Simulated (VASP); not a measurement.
A convergence study with VASP on BaTiO₃ (cubic perovskite): one setting is varied, all else stays as given below, so the limit is that of these other settings. Each run relaxes cell and ions from the cell shown. The basis is that of the starting cell, so low cut-offs carry a Pulay error.

```yaml
crystal:
  lattice:
    - [4.00000, 0.00000, 0.00000]
    - [0.00000, 4.00000, 0.00000]
    - [0.00000, 0.00000, 4.00000]
  atoms:
    - { symbol: Ba, position: [0.00000, 0.00000, 0.00000] }
    - { symbol: Ti, position: [0.50000, 0.50000, 0.50000] }
    - { symbol: O, position: [0.50000, 0.00000, 0.50000] }
    - { symbol: O, position: [0.00000, 0.50000, 0.50000] }
    - { symbol: O, position: [0.50000, 0.50000, 0.00000] }
```

Method: LDA (Ceperley-Alder, Perdew-Zunger), VASP's LDA PAW potentials (set 64) (plane waves; VASP). The tightest run used: 800 eV cut-off, 4×4×4 Γ-centred mesh, Gaussian smearing of 0.050 eV, potentials Ba_sv Ti_sv O.

Unless said otherwise, spin-orbit coupling is left out, though it shifts the bands of the heavy elements here. Gaps are read on the run's mesh, which can miss a band edge.

```
setting      relaxed volume (Å³/atom)  E (eV/atom)  gap on the mesh (eV)  plane waves
-----------  ------------------------  -----------  --------------------  -----------
ENCUT = 250                    10.357      -9.7477                 1.845          592
ENCUT = 300                    11.183      -9.1364                 1.836          770
ENCUT = 350                    11.787      -8.9171                 1.802          968
ENCUT = 400                    12.136      -8.8527                 1.737         1189
```

### Question
These are the cheaper rows. Estimate the results at ENCUT = 800, and how far the last row shown lies from them.

### Answer

| quantity | tightest run | last row shown is off by |
|---|---|---|
| relaxed volume (Å³/atom) | 12.347 | -0.211 |
| E (eV/atom) | -8.8323 | -0.0204 |
| gap on the mesh (eV) | 1.710 | 0.027 |

Left out are rungs that failed or repeat a setting and relaxations that didn't move; long series are thinned to 24 rows.

The compound is BaTiO3 in the cubic perovskite structure, the ideal cubic form; the compound distorts at low or room temperature.
